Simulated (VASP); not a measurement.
An input for Quantum ESPRESSO's pw.x (written as the equivalent of a VASP run, and not itself run):

```
&CONTROL
  calculation = 'scf'
  pseudo_dir = './pseudo'
  outdir = './out'
  tprnfor = .true.
  tstress = .true.
/
&SYSTEM
  ibrav = 0
  nat = 4
  ntyp = 2
  ecutwfc = 84
  occupations = 'tetrahedra'
  input_dft = 'pbesol'
/
&ELECTRONS
  conv_thr = 7.3e-09
  electron_maxstep = 100
/
ATOMIC_SPECIES
  Zn 65.380 Zn.upf
  S 32.060 S.upf
CELL_PARAMETERS angstrom
     1.8917461   -3.2766003    0.0000000
     1.8917461    3.2766003   -0.0000000
     0.0000000    0.0000000    6.1999593
ATOMIC_POSITIONS crystal
  Zn   0.6666670  0.3333330  0.5001781
  Zn   0.3333330  0.6666670  0.0001781
  S    0.6666670  0.3333330  0.8748219
  S    0.3333330  0.6666670  0.3748219
K_POINTS automatic
  8 8 4 0 0 0
```

Q: Write the VASP files for the same calculation (PBEsol).

A: Several could match; the one computed here: 
KPOINTS:
```
Automatic mesh
0
Gamma
8 8 4
0 0 0
```

File POSCAR:
```
ZnS
1
    1.8917461106    -3.2766003373     0.0000000000
    1.8917461106     3.2766003373    -0.0000000000
    0.0000000000     0.0000000000     6.1999592661
Zn S
2 2
Direct
  0.6666670000   0.3333330000   0.5001780996
  0.3333330000   0.6666670000   0.0001780996
  0.6666670000   0.3333330000   0.8748219004
  0.3333330000   0.6666670000   0.3748219004
```

**INCAR**
```
! general
SYSTEM  = ZnS
PREC    = Accurate
ENCUT   = 400
LREAL   = F   ! projection in real space or not
LASPH   = T

! electronic loop
EDIFF   = 1E-7
NELM    = 100   ! most electronic steps
ALGO    = Normal   ! blocked Davidson
LMAXMIX = 4

! smearing
ISMEAR  = -5   ! tetrahedra, Bloechl

! functional
GGA     = PS   ! PBEsol

! ions
ISIF    = 2

! output
LWAVE   = F
LCHARG  = T
LORBIT  = 11
NEDOS   = 601   ! DOS grid
```

POTCAR, in this order: Zn S (PBE.64 set). Program: vasp_std.

The two are equivalent in intent, not identical: the potentials are each code's own (VASP's PAW set, PseudoDojo norm-conserving files in pw.x), so ENCUT and ecutwfc are chosen apart and not converted; conv_thr bounds pw.x's estimated SCF error, while EDIFF bounds the energy change between steps.

The compound is ZnS in the wurtzite structure, the high-temperature form. It was relaxed first.
